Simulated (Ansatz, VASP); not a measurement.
**Cross-check of ZnS between VASP and Ansatz**

Wanted: the spread between two codes on one cell, functional and k mesh. The cell is taken from a series of runs on this material, whose earlier steps may have relaxed, scaled, displaced or heated it; both programs get it as it stands.

Main program and level: Ansatz 0.2.0; plane waves, with VASP 6.6.1 beside it; dielectric response at PBE.

## Step 1: The starting structure

It takes space group F-43m (No. 216, cubic). The conventional cell has a = 5.404 Å, b = 5.404 Å, c = 5.404 Å, α = 90.00°, β = 90.00°, γ = 90.00°. Nearest to Zn lie 4 S at 2.34 Å. S has 4 Zn at 2.34 Å nearest. Farther neighbours and most contacts between anions are not listed.

## Step 2: Ansatz: dielectric response, PBE

Ansatz runs on its default PAW (the set named soft_2) files.

The response to a field tests empty states and converges slowly with the mesh.

File input.yaml:

```yaml
crystal:
  lattice:
    - [0.0, 2.702, 2.702]
    - [2.702, 0.0, 2.702]
    - [2.702, 2.702, 0.0]
  atoms:
    - { symbol: Zn, position: [0.75, 0.75, 0.75] }
    - { symbol: S, position: [0.0, 0.0, 0.0] }
kpoints:
  mp_grid: { grid: [7, 7, 7] }
scf:
  occupations: { method: fixed }
hamiltonian:
  xc: pbe
  pseudopotentials: { kind: paw }
dielectric: {}
```

Command:

```
> ansatz run input.yaml --threads 4 --pin off --max-ram 8192MiB --backend cpu --events-out ev --progress --plain --runs-dir out
```

Numbers of over 12 decimals in the logs are rounded to 6 here.

Output:

```text
Engine: ansatz 0.2.0, aarch64-unknown-linux-gnu
Pseudopotentials: kind: paw
Pseudopotential: Zn, paw, valence charge 12, recommended cutoff 420 eV (normal), Zn.paw.azcp
Pseudopotential: S, paw, valence charge 6, recommended cutoff 420 eV (normal), S.paw.azcp
Functional definition: PBE
  parameter kappa = 0.804
  parameter beta = 0.066725
  exchange = pbe_x(kappa = kappa, mu = beta*pi^2/3)
  correlation = pbe_c(beta = beta)
Crystal: 2 atoms, lattice volume = 39.454 Å³
Basis set: ecut = 420 eV, 749 PW (Γ), exchange–correlation on 54×54×54 points (8 copies of the dense FFT grid, shifted against one another)
Bands: 13, of which v1, the nominal top of the filled ones, is band 9 counted from 1 (8 counted from 0)
Symmetry: 24 space group operations
k-points: 64 of 343 (irreducible under 4 space group operations, time reversal used)
Non-local potential: Zn, projectors of the file, l = 0: 2, l = 1: 2, l = 2: 3, l = 3: 1
Non-local potential: S, projectors of the file, l = 0: 2, l = 1: 2, l = 2: 2
PAW form: soft (Blöchl's): semilocal exchange-correlation on the pseudo side does not see the compensation charge
PAW one-centre angular grid: Zn, 590 points (default); XC on 64 Gauss nodes
PAW one-centre angular grid: S, 110 points (default); XC on 64 Gauss nodes
Initial density: superposition of atomic densities (neutral atoms: chi_scale 0, normalization atom), corrected by the library's trained network
Initial wavefunctions: pseudopotential atomic-orbital guess
Functional: x = pbe(κ = 0.804, μ = 0.219515), c = pbe(β = 0.066725)
SCF iter   1: F=—  HF=-4222.729182 eV  |F-HF|=—  |Δ(HF+E_count)|=         —  Δρ=5.73e-4  dr2=1.66e-4  ethr=1.77e-3  ⟨swp⟩=5.0  Hψ=4438  notcnv=0  defer=122
preconditioner: auto → none  [insulator: Δε(μ)=2.102 eV  Ē_g=12.200 eV  n_scr=14 (ndim 8)  ℏωp=25.1 eV  f_vac=0.026  ε∞_Penn≈5.2]
SCF iter   2: F=—  HF=-4222.729245 eV  |F-HF|=—  |Δ(HF+E_count)|=   6.35e-5  Δρ=4.78e-4  dr2=4.20e-5  ethr=9.22e-7  ⟨swp⟩=2.3  Hψ=2130  notcnv=0  defer=122
SCF iter   3: F=—  HF=-4222.729269 eV  |F-HF|=—  |Δ(HF+E_count)|=   2.39e-5  Δρ=1.48e-4  dr2=5.86e-6  ethr=2.33e-7  ⟨swp⟩=2.0  Hψ=1353  notcnv=0  defer=121
SCF iter   4: F=—  HF=-4222.729278 eV  |F-HF|=—  |Δ(HF+E_count)|=   8.83e-6  Δρ=6.34e-5  dr2=7.81e-7  ethr=3.25e-8  ⟨swp⟩=2.0  Hψ=1344  notcnv=0
SCF iter   5: F=—  HF=-4222.729280 eV  |F-HF|=—  |Δ(HF+E_count)|=   2.16e-6  Δρ=2.90e-5  dr2=2.45e-7  ethr=4.34e-9  ⟨swp⟩=2.0  Hψ=1408  notcnv=0
SCF iter   6: F=—  HF=-4222.729280 eV  |F-HF|=—  |Δ(HF+E_count)|=   3.88e-7  Δρ=3.27e-6  dr2=1.85e-9  ethr=1.36e-9  ⟨swp⟩=2.9  Hψ=1408  notcnv=0
SCF iter   7: F=-4222.729281 eV  HF=-4222.729281 eV  |F-HF|=4.64e-11  |Δ(HF+E_count)|=   8.46e-9  Δρ=4.80e-7  dr2=7.46e-11  ethr=1.00e-12  ⟨swp⟩=2.8  Hψ=3895  notcnv=0
SCF 1 converged in 7 iterations: F = -4222.729281 eV  dr2 = 7.46e-11
  greatest PAW one-centre occupation: 0.983 electrons in one spin orbital (limit 2), on the Zn atom at site 0 (counted from 0), in its partial waves of l = 2
NSCF: frozen V_eff on 6 k-points
DFPT response loops at Γ: preconditioner auto → none (the input reference at scf.mixing.eps_inf says where Resta's filter doesn't serve); β = 0.50; Broyden in place of MSR1
── the response to a field inside a basis, on 8×8×8 k-points: an SCF that follows is theirs, and a resumed run solves both again ──
Bands: 10, of which v1, the nominal top of the filled ones, is band 9 counted from 1 (8 counted from 0)
k-points: 60 of 512 (irreducible under 6 space group operations, time reversal used)
Initial density: handed on by an earlier stage of this run
Initial wavefunctions: pseudopotential atomic-orbital guess (no wavefunctions were taken with the density)
Eigensolver: Dense (60 Hₖ)
SCF iter   1: F=—  HF=-4222.729827 eV  |F-HF|=—  |Δ(HF+E_count)|=         —  Δρ=1.95e-4  dr2=6.30e-6  ethr=1.00e-1
preconditioner: auto → none  [insulator: Δε(μ)=2.442 eV  Ē_g=9.877 eV  n_scr=14 (ndim 8)  ℏωp=25.1 eV  f_vac=0.026  ε∞_Penn≈7.4]
SCF iter   2: F=—  HF=-4222.729825 eV  |F-HF|=—  |Δ(HF+E_count)|=   2.52e-6  Δρ=2.45e-4  dr2=1.10e-5  ethr=3.50e-8
SCF iter   3: F=—  HF=-4222.729826 eV  |F-HF|=—  |Δ(HF+E_count)|=   1.53e-6  Δρ=7.97e-5  dr2=2.06e-6  ethr=3.50e-8
SCF iter   4: F=-4222.729824 eV  HF=-4222.729825 eV  |F-HF|=5.09e-8  |Δ(HF+E_count)|=   1.74e-6  Δρ=1.73e-5  dr2=7.90e-8  ethr=1.15e-8
SCF 1 converged in 4 iterations: F = -4222.729824 eV  dr2 = 7.90e-8
DFPT response loops at Γ: mixed as the last ones told, above
SCF converged after 7 iterations
Free energy (F): -4222.729281 eV
Harris-Foulkes:  -4222.729281 eV  (|F-HF|=4.64e-11)
Internal energy: -4222.729281 eV  (E = F + TS)
E sigma→0 (E₀):  -4222.729281 eV
Fermi energy:    5.787483 eV
--- Per-component energies (eV) ---
  E_band       = 5.110709
  E_kinetic    = 238.370986
  E_local      = -2040.923814  (includes V_loc(G=0)·N_el)
  E_nonlocal   = 642.724690
  E_hartree    = 853.413521
  E_xc         = -234.430961
  E_vxc        = -139.593130  (∫ρ·V_xc dr)
  E_paw        = -2428.504047  (= ΣΔE_a)
  E_vpaw       = -402.294559  (= ΣTr[D̂ρ^β])
  E_aug_tail   = -0.000361  (compensation charges beyond the density's cutoff)
  E_ewald      = -1253.379294
  E_smearing   = -0.000000  (= −TS)
  E_closure    = -0.000000  (closes the sum)
  Σ components = -4222.729281   (vs F -4222.729281, Δ=0.00e0)
--- Band table (eV; the first three rows and the last of 64) ---
  k-point 0: bands = [... 5 lower, -0.0477, 5.7875, 5.7875, 5.7875, 7.8965, 12.1565, 12.1565, 12.1565]
  k-point 1: bands = [... 5 lower, -0.0496, 4.4329, 5.5997, 5.5997, 8.8514, 12.0833, 12.4715, 12.4715]
  k-point 2: bands = [... 5 lower, -0.0426, 2.4863, 5.2256, 5.2256, 9.2600, 12.8102, 12.8102, 13.0754]
  k-point 63: bands = [... 5 lower, 0.0561, 1.4817, 2.9169, 4.6165, 10.5365, 12.4298, 13.6875, 14.0765]
--- Dielectric response (ions clamped): 3 representative field directions + reference, inside a basis on a mesh of 512 k-points (Σ response iterations 15) ---
  ε∞ (high-frequency dielectric tensor):
        5.933012     0.000000    -0.000000
        0.000000     5.933012     0.000000
       -0.000000     0.000000     5.933012
  Born effective charges Z* (e; rows j = field, columns β = displacement):
    site 0:
         1.99429   -0.00000    0.00000
        -0.00000    1.99429    0.00000
        -0.00000    0.00000    1.99429
    site 1:
        -1.99429    0.00000   -0.00000
         0.00000   -1.99429   -0.00000
         0.00000   -0.00000   -1.99429
  Z* charge neutrality: 3.300e-4 e pre-enforcement
  solved inside a basis spanned on kpoints, on 8×8×8 k-points, its susceptibility summed on 12×12×12: ε∞ is read to err by 1.6e-2, Z* by 1.3e-2 e (field_mesh: kpoints solves on kpoints); Z* is corrected for what the basis lacks
```

(Continued in part 2 of 2.)

[Lines on the potential files, build, host, timing and source positions are cut from VASP's logs without a mark.]

[Logs are printed without paths, hosts, clocks, repeated set-up lines and the standing remarks that a program may print on its own settings, such as how far it seeks lower states.]

[Hosts, paths, dates, database ids (printed as entryN), source tags and the programs' standing remarks are cut or masked in the printed files.]
